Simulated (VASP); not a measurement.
```
Cd4SSe3
1.0
    6.12450     0.00000     0.00000
    0.00000     6.12450     0.00000
    0.00000     0.00000     6.12450
Cd Se S
4 3 1
Direct
  0.00590   0.99410   0.99410
  0.49410   0.50590   0.99410
  0.49410   0.99410   0.50590
  0.00590   0.50590   0.50590
  0.25000   0.25000   0.25000
  0.75000   0.75000   0.25000
  0.75000   0.25000   0.75000
  0.25000   0.75000   0.75000
```

Computed with PBE GGA, VASP's PBE PAW potentials (set 64) (plane waves; VASP 6.6.1). Run with 400 eV cut-off, Gaussian smearing of 0.050 eV, potentials Cd Se S.

### Question
Give the energies of bands 27 to 40 at the high-symmetry points, in eV from the valence-band maximum.

### Answer

```
band      Γ      X      M      R
----  -----  -----  -----  -----
27    -3.84  -2.49  -3.41  -4.16
28    -1.79  -2.45  -3.31  -3.97
29    -1.79  -2.07  -2.04  -0.90
30    -1.79  -2.07  -1.89  -0.90
31    -1.63  -2.00  -1.89  -0.90
32    -1.63  -1.99  -1.75  -0.60
33    -1.63  -1.06  -0.84  -0.60
34     0.00  -1.06  -0.84  -0.60
35     0.00  -0.82  -0.64  -0.52
36     0.00  -0.82  -0.53  -0.52
37     0.60   3.16   3.66   2.31
38     3.21   3.24   3.68   2.50
39     3.21   4.34   3.75   2.50
40     3.51   4.41   3.75   2.50
```

The gap is direct, 0.60 eV, from the valence maximum at Γ to the conduction minimum at Γ.

The structure was generated: Cd4SSe3 was put into an ordered model structure (P-43m), which need not be its known phase. It was relaxed first, which changed the volume by +7 %.
